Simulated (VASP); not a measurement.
# A VASP study of MnSe (optB86b-vdW + U): structure first, properties next, part 2 of 2

What structure does MnSe take at this level, and what are its properties? The start is a cell from a database of measured crystal structures.

VASP 6.6.1, plane waves and PAW; the level of theory is named at each step.

Still holding for the runs below: The magnetic order is the lowest of the few collinear ones that converged above; longer or canted patterns were not tried. The cell is doubled for it, so bands and modes from the zone boundary of the chemical cell fold onto Γ and the labels are those of the larger cell.

So far. Step 7 (Second relaxation): It ends with forces that vanish by symmetry and a pressure of 0.01 GPa. The volume moved by under 0.01 %: the run met its threshold at the first step. Step 8 (Single point with fields (optB86b-vdW + U)): In this run the pressure is 0.01 GPa, small enough to go on.

The database entry behind the starting cell differs from later determinations by our own check (about 0.4 % short), so it need not match the best structure at ambient conditions.

**9. Bands along the symmetry lines (optB86b-vdW + U)**

The mesh alone shows little of the dispersion and can miss band extrema, so KPOINTS_OPT adds a path through the symmetry points after the self-consistent cycle.

INCAR reads:

```
SYSTEM = MnSe
PREC = Accurate
ENCUT = 400
EDIFF = 1E-06
NELM = 100
ISMEAR = 0
SIGMA = 0.05
LREAL = .FALSE.
ALGO = Normal
GGA = MK
AGGAC = 0
LUSE_VDW = .TRUE.
PARAM1 = 0.1234
PARAM2 = 1
LASPH = .TRUE.
NBANDS = 35
ISPIN = 2
MAGMOM = 4.562 -4.562 0 0
LDAU = .TRUE.
LDAUTYPE = 2
LDAUL = 2 -1
LDAUU = 5 0
LDAUJ = 0 0
LDAUPRINT = 1
LMAXMIX = 4
LORBIT = 11
LWAVE = .FALSE.
LCHARG = .FALSE.
KPAR = 4
```

POSCAR reads:

```
MnSe
1.0
    0.0000000000      2.7462933315      2.7462933315
    2.7462933315      0.0000000000      2.7462933315
    5.4877001748      5.4877001748      0.0048864881
Mn Se
2 2
Direct
    0.0000000000      0.0000000000      0.0000000000
    0.0000000000      0.0000000000      0.5000000000
    0.5000000000      0.5000000000      0.2500000000
    0.5000000000      0.5000000000      0.7500000000
```

KPOINTS reads:

```
Automatic mesh
0
Gamma
6 6 6
0 0 0
```

KPOINTS_OPT reads:

```
Line mode
16
Line-mode
Reciprocal
  0.00000000   0.00000000   0.00000000 GAMMA
  0.00000000   0.50000000   0.50000000 L

  0.00000000   0.50000000   0.50000000 L
 -0.37511143   0.31244429   0.12488857 B1

 -0.31244429   0.31244429   0.50000000 B
  0.00000000   0.00000000   0.50000000 Z

  0.00000000   0.00000000   0.50000000 Z
  0.00000000   0.00000000   0.00000000 GAMMA

  0.00000000   0.00000000   0.00000000 GAMMA
 -0.34377786   0.34377786   0.00000000 X

 -0.34377786   0.31244429   0.31244429 Q
 -0.50000000   0.00000000   0.00000000 F

 -0.50000000   0.00000000   0.00000000 F
 -0.46866643   0.00000000   0.18755571 P1

 -0.46866643   0.00000000   0.18755571 P1
  0.00000000   0.00000000   0.50000000 Z

  0.00000000   0.50000000   0.50000000 L
  0.00000000   0.46866643   0.81244429 P
```

The projector-augmented-wave data sets are Mn_pv and Se (PBE family, release 64).

On the command line:

```sh
$ mpirun -np 4 vasp_std
```

It took 3.1 min on 4 MPI ranks of AMD EPYC 7R43, shared host; peak memory 2 GiB.

Within 0.02 Å the cell has space group Fm-3m; at a tight tolerance the distortion that goes with the magnetic order makes it R-3m. Spin-orbit coupling is off here; it would split degenerate levels.

This step gave:

```
SCF cycles                        : 16
bands                             : 35
Fermi energy                      : 4.881 eV
pressure                          : 0.01161 GPa
least gap on mesh and path        : 1.527 eV
least direct gap on mesh and path : 2.142 eV
```

Both spin channels agree. Electronic bands along the path, in eV, zero at the valence-band top; v1 is the highest filled band, c1 the lowest empty one:

| point | v4 | v3 | v2 | v1 | c1 | c2 | c3 | c4 |
| --- | --- | --- | --- | --- | --- | --- | --- | --- |
| Γ | -0.81 | -0.47 | -0.47 | -0.45 | 2.13 | 3.22 | 3.22 | 3.25 |
| 0.53 of the way | -2.71 | -1.46 | -0.81 | -0.75 | 2.74 | 2.95 | 3.66 | 3.80 |
| L | -2.88 | -1.97 | -1.67 | -0.90 | 2.45 | 3.30 | 3.60 | 3.68 |
| 0.53 of the way | -3.05 | -2.74 | -1.63 | -1.38 | 2.74 | 3.26 | 3.59 | 3.85 |
| B1 | -2.97 | -2.95 | -1.46 | -1.17 | 2.61 | 3.18 | 3.66 | 3.79 |
| jump to B | -2.97 | -2.95 | -1.46 | -1.17 | 2.61 | 3.18 | 3.66 | 3.79 |
| 0.53 of the way | -1.98 | -1.73 | -1.32 | -0.71 | 2.85 | 3.14 | 3.46 | 3.69 |
| Z | -1.22 | -1.22 | 0.00 | 0.00 | 2.74 | 3.14 | 3.14 | 3.88 |
| 0.53 of the way | -1.05 | -1.05 | -0.20 | -0.20 | 2.86 | 3.20 | 3.20 | 3.21 |
| Γ | -0.81 | -0.47 | -0.47 | -0.45 | 2.13 | 3.22 | 3.22 | 3.25 |
| 0.53 of the way | -3.08 | -1.87 | -1.67 | -0.41 | 2.67 | 3.36 | 3.42 | 3.83 |
| X | -3.45 | -2.74 | -1.53 | -1.18 | 2.56 | 3.27 | 3.67 | 3.76 |
| jump to Q | -3.45 | -2.74 | -1.53 | -1.18 | 2.56 | 3.27 | 3.67 | 3.76 |
| 0.47 of the way | -2.88 | -2.15 | -1.22 | -0.86 | 2.08 | 3.11 | 3.50 | 3.73 |
| F | -2.13 | -2.12 | -0.74 | -0.62 | 1.53 | 2.34 | 3.55 | 3.87 |
| 0.47 of the way | -2.15 | -2.12 | -0.75 | -0.70 | 1.60 | 2.35 | 3.60 | 3.87 |
| P1 | -2.22 | -2.08 | -0.97 | -0.79 | 1.86 | 2.39 | 3.69 | 3.85 |
| 0.47 of the way | -2.03 | -1.56 | -1.34 | -0.61 | 2.72 | 2.78 | 3.66 | 3.78 |
| Z | -1.22 | -1.22 | 0.00 | 0.00 | 2.74 | 3.14 | 3.14 | 3.88 |
| jump to L | -2.88 | -1.97 | -1.67 | -0.90 | 2.45 | 3.30 | 3.60 | 3.68 |
| 0.53 of the way | -2.63 | -2.01 | -1.41 | -0.86 | 2.35 | 2.74 | 3.72 | 3.81 |
| P | -2.22 | -2.08 | -0.97 | -0.79 | 1.86 | 2.39 | 3.69 | 3.85 |

Of the projections kept (Mn, Se), the largest for each band there; the rest of the weight can lie on other orbitals:

| point | v4 | v3 | v2 | v1 | c1 | c2 | c3 | c4 |
| --- | --- | --- | --- | --- | --- | --- | --- | --- |
| Γ | Se 0.63 | Se 0.95 | Se 0.95 | Se 0.95 | Se 0.52 | Mn 0.98 | Mn 0.98 | Mn 0.97 |
| L | Se 0.78 | Se 0.81 | Se 0.56 | Se 0.72 | Mn 0.90 | Mn 0.67 | Mn 0.96 | Mn 0.96 |
| B1 | Se 0.61 | Se 0.59 | Se 0.66 | Se 0.67 | Mn 0.88 | Mn 0.92 | Mn 0.93 | Mn 0.97 |
| B | Se 0.61 | Se 0.59 | Se 0.66 | Se 0.67 | Mn 0.88 | Mn 0.92 | Mn 0.93 | Mn 0.97 |
| Z | Se 0.79 | Se 0.79 | Se 0.80 | Se 0.80 | Mn 0.85 | Mn 0.97 | Mn 0.97 | Mn 0.86 |
| Γ | Se 0.63 | Se 0.95 | Se 0.95 | Se 0.95 | Se 0.52 | Mn 0.98 | Mn 0.98 | Mn 0.97 |

The path finds the gap of the mesh within 0.02 eV, so the mesh comes close to both band edges.

**10. Total and projected DOS (optB86b-vdW + U)**

Here the states are counted by energy and projected on the atoms. The mesh is finer than in the run before.

Changes to INCAR since step 9:

```diff
@@ -5,3 +5,3 @@
 NELM = 100
-ISMEAR = 0
+ISMEAR = -5
 SIGMA = 0.05
@@ -29 +29,2 @@
 KPAR = 4
+NEDOS = 2001
```

POSCAR is that of step 9.

KPOINTS reads:

```
Automatic mesh
0
Gamma
9 9 9
0 0 0
```

On the command line:

```sh
$ mpirun -np 4 vasp_std
```

Run time: 2.6 min. Hardware: 4 MPI ranks; peak memory 2.5 GiB; 10 min of CPU time.

This step gave:

```
irreducible k-points           : 85
Fermi energy                   : 4.622 eV
pressure                       : -0.003895 GPa
valence top at k               : 0, 0, 0.4444
conduction bottom at k         : 0.4444, 0.4444, 0
least direct gap at k          : 0.4444, 0, 0
gap on the k-mesh              : 1.671 eV
least direct gap on the k-mesh : 2.296 eV
```

The density of states has structure finer than the step of the table below, so its rows give means over 1 eV, whole bins alone (the curve runs from -11.9 to 5.58 eV). Peaks (eV: height): total -5.4: 9.83, -5.2: 20.7, -4.8: 17.2, 3.8: 11.8; Mn d -5.4: 5.94, -5.2: 16.0, -4.8: 14.9, 3.8: 8.72; Se p -5.2: 1.37, -4.0: 1.45, -1.5: 1.60, -0.8: 1.90; Mn s -5.4: 0.239, -4.0: 0.472, 2.7: 0.668, 5.0: 0.25; Mn p -2.1: 0.127, 3.8: 0.182, 4.1: 0.192, 4.9: 0.300.

States under -11.9 eV and over 5.6 eV are left out; both spin channels agree and are summed. Density of states against energy, zero at the valence-band top; means over each step; values in states/eV/cell:

| energy (eV) | total | Mn d | Se p | Mn s | Mn p |
| --- | --- | --- | --- | --- | --- |
| -7 | 0 | 0 | 0 | 0 | 0 |
| -6 | 0.784 | 0.406 | 0.106 | 0.0300 | 0.00262 |
| -5 | 9.23 | 7.22 | 0.516 | 0.0594 | 0.0282 |
| -4 | 3.05 | 0.954 | 0.678 | 0.174 | 0.0530 |
| -3 | 2.07 | 0.298 | 0.679 | 0.0713 | 0.0670 |
| -2 | 2.85 | 0.288 | 1.15 | 0.0482 | 0.102 |
| -1 | 3.61 | 0.582 | 1.56 | 0.0190 | 0.0759 |
| 0 | 0.436 | 0.0556 | 0.218 | 5.5e-4 | 0.00733 |
| 1 | 0 | 0 | 0 | 0 | 0 |
| 2 | 0.494 | 0.126 | 0.0144 | 0.0996 | 0.00811 |
| 3 | 4.22 | 2.28 | 0.126 | 0.271 | 0.0506 |
| 4 | 6.45 | 4.49 | 0.239 | 0.138 | 0.148 |
| 5 | 2.78 | 0.738 | 0.263 | 0.213 | 0.227 |

The gap on this mesh is 1.67 eV, over the 1.53 eV of the band run, since this mesh misses a band edge. In the top eV of the valence band the largest shares in the PAW spheres are Se p 46 % and Mn d 16 %. The rest lies in smaller channels or between the spheres.

**11. Volume scan with optB86b-vdW + U**

An equation of state needs energies on both sides of the minimum, all on one mesh and cutoff.

Changes to INCAR since step 10:

```diff
@@ -5,3 +5,3 @@
 NELM = 100
-ISMEAR = -5
+ISMEAR = 0
 SIGMA = 0.05
@@ -15,3 +15,3 @@
 LASPH = .TRUE.
-NBANDS = 35
+NBANDS = 27
 ISPIN = 2
@@ -29,2 +29,2 @@
 KPAR = 4
-NEDOS = 2001
+ISIF = 2
```

POSCAR reads:

```
MnSe
1.0
    0.0000000000      2.6902307980      2.6902307980
    2.6902307980      0.0000000000      2.6902307980
    5.3756748600      5.3756748600      0.0047867359
Mn Se
2 2
Direct
    0.0000000000      0.0000000000      0.0000000000
    0.0000000000      0.0000000000      0.5000000000
    0.5000000000      0.5000000000      0.2500000000
    0.5000000000      0.5000000000      0.7500000000
```

KPOINTS reads:

```
Automatic mesh
0
Gamma
6 6 6
0 0 0
```

On the command line:

```sh
$ mpirun -np 4 vasp_std
```

Wall time 76 s (4 MPI ranks); peak memory 1.9 GiB.

The scan keeps the cell's shape and the fractional positions fixed.

Numbers from this step:

- SCF cycles: 15
- bands: 27
- irreducible k-points: 32
- free energy (TOTEN): -13.97 eV
- Fermi energy: 5.527 eV
- pressure: 4.869 GPa
- valence top at k: 0, 0, 0.5
- conduction bottom at k: 0.5, 0, 0
- least direct gap at k: 0.5, 0, 0
- gap on the k-mesh: 1.580 eV
- least direct gap on the k-mesh: 2.260 eV

Spin moment in the PAW sphere by atom:

| atom | spin moment in the PAW sphere (μB) |
| --- | --- |
| Mn1 | 4.53 |
| Mn2 | -4.53 |
| Se3 | 0.00 |
| Se4 | 0.00 |

The pressure here is 4.87 GPa.

**12. Volume scan with optB86b-vdW + U (run 2)**

INCAR is that of step 11.

POSCAR reads:

```
MnSe
1.0
    0.0000000000      2.7091767095      2.7091767095
    2.7091767095      0.0000000000      2.7091767095
    5.4135329726      5.4135329726      0.0048204464
Mn Se
2 2
Direct
    0.0000000000      0.0000000000      0.0000000000
    0.0000000000      0.0000000000      0.5000000000
    0.5000000000      0.5000000000      0.2500000000
    0.5000000000      0.5000000000      0.7500000000
```

KPOINTS is that of step 11.

On the command line:

```sh
$ mpirun -np 4 vasp_std
```

It took 82 s on 4 MPI ranks; peak memory 1.9 GiB.

This step gave:

```
SCF cycles                     : 17
free energy (TOTEN)            : -14.02 eV
Fermi energy                   : 5.395 eV
pressure                       : 3.079 GPa
gap on the k-mesh              : 1.564 eV
least direct gap on the k-mesh : 2.221 eV
```

The pressure falls from 4.87 to 3.08 GPa.

The run ends at a pressure of 3.08 GPa.

**13. Volume scan with optB86b-vdW + U (run 3)**

INCAR is that of step 12.

POSCAR reads:

```
MnSe
1.0
    0.0000000000      2.7278612773      2.7278612773
    2.7278612773      0.0000000000      2.7278612773
    5.4508688625      5.4508688625      0.0048536919
Mn Se
2 2
Direct
    0.0000000000      0.0000000000      0.0000000000
    0.0000000000      0.0000000000      0.5000000000
    0.5000000000      0.5000000000      0.2500000000
    0.5000000000      0.5000000000      0.7500000000
```

KPOINTS is that of step 12.

On the command line:

```sh
$ mpirun -np 4 vasp_std
```

Elapsed: 86 s, on 4 MPI ranks; peak memory 1.9 GiB; 5.6 min of CPU time.

The pressure falls from 3.08 to 1.47 GPa.

The run ends at a pressure of 1.47 GPa.

**14. Volume scan with optB86b-vdW + U (run 4)**

INCAR is that of step 13.

POSCAR reads:

```
MnSe
1.0
    0.0000000000      2.7462933315      2.7462933315
    2.7462933315      0.0000000000      2.7462933315
    5.4877001748      5.4877001748      0.0048864881
Mn Se
2 2
Direct
    0.0000000000      0.0000000000      0.0000000000
    0.0000000000      0.0000000000      0.5000000000
    0.5000000000      0.5000000000      0.2500000000
    0.5000000000      0.5000000000      0.7500000000
```

KPOINTS is that of step 13.

On the command line:

```sh
$ mpirun -np 4 vasp_std
```

Elapsed: 87 s, on 4 MPI ranks; peak memory 2 GiB.

Spin moment in the PAW sphere by atom:

| atom | spin moment in the PAW sphere (μB) |
| --- | --- |
| Mn1 | 4.56 |
| Mn2 | -4.56 |
| Se3 | 0.00 |
| Se4 | 0.00 |

The pressure falls from 1.47 to 0.01 GPa.

The run ends at a pressure of 0.01 GPa.

**15. Volume scan with optB86b-vdW + U (run 5)**

INCAR is that of step 14.

POSCAR reads:

```
MnSe
1.0
    0.0000000000      2.7644812346      2.7644812346
    2.7644812346      0.0000000000      2.7644812346
    5.5240436192      5.5240436192      0.0049188499
Mn Se
2 2
Direct
    0.0000000000      0.0000000000      0.0000000000
    0.0000000000      0.0000000000      0.5000000000
    0.5000000000      0.5000000000      0.2500000000
    0.5000000000      0.5000000000      0.7500000000
```

KPOINTS is that of step 14.

On the command line:

```sh
$ mpirun -np 4 vasp_std
```

The job ended after 79 s (4 MPI ranks; peak memory 2 GiB).

The pressure falls from 0.01 to -1.30 GPa.

The run ends at a pressure of -1.30 GPa.

**16. Volume scan with optB86b-vdW + U (run 6)**

INCAR is that of step 15.

POSCAR reads:

```
MnSe
1.0
    0.0000000000      2.7824329145      2.7824329145
    2.7824329145      0.0000000000      2.7824329145
    5.5599150374      5.5599150374      0.0049507914
Mn Se
2 2
Direct
    0.0000000000      0.0000000000      0.0000000000
    0.0000000000      0.0000000000      0.5000000000
    0.5000000000      0.5000000000      0.2500000000
    0.5000000000      0.5000000000      0.7500000000
```

KPOINTS is that of step 15.

On the command line:

```sh
$ mpirun -np 4 vasp_std
```

The job ended after 82 s (4 MPI ranks; peak memory 2 GiB; 5.4 min of CPU time).

The pressure falls from -1.30 to -2.49 GPa.

The run ends at a pressure of -2.49 GPa.

**17. Volume scan with optB86b-vdW + U (run 7)**

A prediction first. A parabola through the 6 pressures of evenly scaled cells so far, P = 0.01 -69.3 t +149 t² GPa with t = ln(V/V₁) and V₁ the volume at scale 1, gives -3.53 GPa at t = +0.0583.

INCAR is that of step 16.

POSCAR reads:

```
MnSe
1.0
    0.0000000000      2.8001558949      2.8001558949
    2.8001558949      0.0000000000      2.8001558949
    5.5953294638      5.5953294638      0.0049823259
Mn Se
2 2
Direct
    0.0000000000      0.0000000000      0.0000000000
    0.0000000000      0.0000000000      0.5000000000
    0.5000000000      0.5000000000      0.2500000000
    0.5000000000      0.5000000000      0.7500000000
```

KPOINTS is that of step 16.

On the command line:

```sh
$ mpirun -np 4 vasp_std
```

Elapsed: 88 s, on 4 MPI ranks; peak memory 2 GiB; 5.7 min of CPU time.

The pressure falls from -2.49 to -3.55 GPa. The parabola predicted -3.53 GPa, +0.03 GPa off.

**18. The series together**

Times are for 4 MPI ranks of AMD EPYC 7R43, shared host. The runs compared:

| no. | volume scale | energy above the lowest point (meV/atom) | pressure (GPa) | gap on the k-mesh (eV) | time | memory (GiB) |
| --- | --- | --- | --- | --- | --- | --- |
| 1 | 0.94 | 21.89 | 4.869 | 1.580 | 76 s | 1.9 |
| 2 | 0.96 | 10.3 | 3.079 | 1.564 | 82 s | 1.9 |
| 3 | 0.98 | 3.12 | 1.466 | 1.546 | 86 s | 1.9 |
| 4 | 1 | 0 | 0.009919 | 1.527 | 87 s | 2.0 |
| 5 | 1.02 | 0.3 | -1.303 | 1.508 | 79 s | 2.0 |
| 6 | 1.04 | 3.98 | -2.486 | 1.488 | 82 s | 2.0 |
| 7 | 1.06 | 10.57 | -3.552 | 1.467 | 88 s | 2 |

**19. Fit for optB86b-vdW + U**

This step: Birch-Murnaghan fit, optB86b-vdW, DFT+U (Mn d 5 eV); plane waves and PAW (VASP 6.6.1).

Derived from the runs above.

Numbers from this step:

| Property | Result |
| --- | --- |
| pressure derivative of the bulk modulus | 4.069 |
| r.m.s. error of the fit | 2.77e-5 eV/atom |
| minimum inside the sampled range | yes |
| bulk modulus | 67.40 GPa |
| equilibrium volume of the fit | 20.84 Å³/atom |

Table of energy above the fitted minimum by volume:

| volume (Å³/atom) | energy above the fitted minimum (eV/atom) |
| --- | --- |
| 19.444 | 0.0222 |
| 19.858 | 0.0106 |
| 20.271 | 0.00343 |
| 20.685 | 3.1e-4 |
| 21.099 | 6.1e-4 |
| 21.513 | 0.00429 |
| 21.926 | 0.0109 |

The fitted volume lies +0.76 % from the relaxed one. At a finite cutoff and mesh the minimum of the energy and the zero of the stress don't quite coincide, and the relaxation stops at a threshold.

**20. Optical spectrum (optB86b-vdW + U)**

This step: optB86b-vdW, DFT+U (Mn d 5 eV), spin-polarised from an antiferromagnetic start; plane waves and PAW (Mn_pv, Se) (VASP 6.6.1).

LOPTICS sums transitions from filled to empty bands. The mesh is finer than in the run before. NBANDS is raised for it.

Changes to INCAR since step 17:

```diff
@@ -15,3 +15,3 @@
 LASPH = .TRUE.
-NBANDS = 27
+NBANDS = 51
 ISPIN = 2
@@ -29,2 +29,4 @@
 KPAR = 4
-ISIF = 2
+LOPTICS = .TRUE.
+NEDOS = 1500
+CSHIFT = 0.1
```

POSCAR reads:

```
MnSe
1.0
    0.0000000000      2.7462933315      2.7462933315
    2.7462933315      0.0000000000      2.7462933315
    5.4877001748      5.4877001748      0.0048864881
Mn Se
2 2
Direct
    0.0000000000      0.0000000000      0.0000000000
    0.0000000000      0.0000000000      0.5000000000
    0.5000000000      0.5000000000      0.2500000000
    0.5000000000      0.5000000000      0.7500000000
```

KPOINTS reads:

```
Automatic mesh
0
Gamma
8 8 8
0 0 0
```

On the command line:

```sh
$ mpirun -np 4 vasp_std
```

The job ended after 2.5 min (4 MPI ranks; peak memory 2.9 GiB; 9.7 min of CPU time).

These are independent-particle spectra without excitons or local fields, and fine structure depends on the mesh and on CSHIFT.

This step gave:

- SCF cycles: 15
- bands: 51
- irreducible k-points: 65
- free energy (TOTEN): -14.06 eV
- Fermi energy: 4.844 eV
- pressure: -0.01300 GPa
- gap on the k-mesh: 1.528 eV
- least direct gap on the k-mesh: 2.143 eV

The imaginary dielectric function, xx by photon energy; read off at these points:

photon energy (eV), imaginary dielectric function, xx and a bar:
```
     0.00        0.0 
     0.50        0.0 
     1.00        0.1 
     1.50        0.2 
     2.00        0.3 
     2.50        1.2 ##
     3.00        5.0 #######
     3.50        8.3 ############
     4.00       14.3 #####################
     4.30       20.7 ##############################
     4.50       17.1 #########################
     5.00       14.8 ######################
     5.50       11.1 ################
     6.00        8.1 ############
     6.50        5.1 #######
     7.00        5.6 ########
     7.50        3.9 ######
     8.00        3.6 #####
     8.50        3.1 #####
     9.00        4.0 ######
     9.50        3.4 #####
    10.00        2.8 ####
    10.50        2.3 ###
    11.00        2.0 ###
    11.50        1.5 ##
    12.00        1.3 ##
    12.50        1.1 ##
    13.00        1.2 ##
    13.50        0.9 #
    14.00        0.7 #
    14.50        0.7 #
    15.00        0.5 #
    15.50        0.5 #
    16.00        0.5 #
    16.50        0.5 #
    17.00        0.5 #
    17.50        0.5 #
    18.00        0.4 #
    18.50        0.5 #
    19.00        0.4 #
    19.50        0.4 #
    20.00        0.4 #
    20.50        0.3 
    21.00        0.3 
    21.50        0.3 
    22.00        0.3 
    22.50        0.3 
    23.00        0.2 
    23.50        0.2 
    24.00        0.2 
    24.50        0.2
```

The real dielectric function, xx by photon energy:

photon energy (eV), real dielectric function, xx and a bar from the least value:
```
        0        8.8 ###################
        1        9.2 ####################
        2       10.8 ######################
        3       15.7 ##############################
        4       15.6 ##############################
        5        1.5 ########
        6       -3.5 
        7       -2.8 #
        8       -1.6 ###
        9       -0.6 #####
       10       -1.9 ##
       11       -1.4 ###
       12       -1.2 ####
       13       -0.9 ####
       14       -0.6 ####
       15       -0.4 #####
       16       -0.1 #####
       17        0.0 #####
       18        0.1 ######
       19        0.2 ######
       20        0.2 ######
       21        0.3 ######
       22        0.3 ######
       23        0.4 ######
       24        0.4 ######
```

**21. Results**

| Property | Result |
| --- | --- |
| relaxed volume | 20.69 Å³/atom |
| relaxed conventional cell a, b, c | 5.490, 5.490, 5.490 Å |
| space group after relaxing, within 0.02 Å (lengths above averaged to it) | Fm-3m (No. 225) |
| moment of the cell (9×9×9 mesh) | 0 μB |
| largest site moment (9×9×9 mesh) | 4.56 μB on Mn1 |
| band gap | 1.53 eV, indirect (least direct gap of that run 2.14 eV) |
| gap among the points of the DOS mesh alone, an upper bound | 1.67 eV |
| bulk modulus from the fit | 67.4 GPa |
| volume from the fit | 20.8 Å³/atom |
| strongest peak of ε2, mean over directions | 4.30 eV |
| ε1 at zero frequency, no local fields, mean | 8.77 |

What this shows: With optB86b-vdW + U, MnSe relaxes to 20.69 Å³/atom in space group Fm-3m, has an indirect gap of 1.53 eV, keeps moments of up to 4.56 μB (9×9×9 mesh) and has a bulk modulus of 67.4 GPa. Against the listed cell the volume lies +2.8 %. Bands along the symmetry lines (optB86b-vdW + U): The path shows an indirect gap of 1.53 eV (valence top at Z, conduction bottom at F). The least direct gap is 2.14 eV. Semilocal functionals usually underestimate gaps. Spin-orbit coupling is left out; it would split some degenerate bands. Only a few collinear orders were tried, on the cell as listed. No search among competing phases was made, and a listed structure need not be the one stable at ambient conditions. All values are for a static lattice at zero temperature.

[Lines on the potential files, build, host, timing and source positions are cut from VASP's logs without a mark.]

[Logs are printed without paths, hosts, clocks, repeated set-up lines and the standing remarks that a program may print on its own settings, such as how far it seeks lower states.]

[Hosts, paths, dates, database ids (printed as entryN), source tags and the programs' standing remarks are cut or masked in the printed files.]

[A measured line is paired with the nearest computed mode of its activity, which favours agreement.]
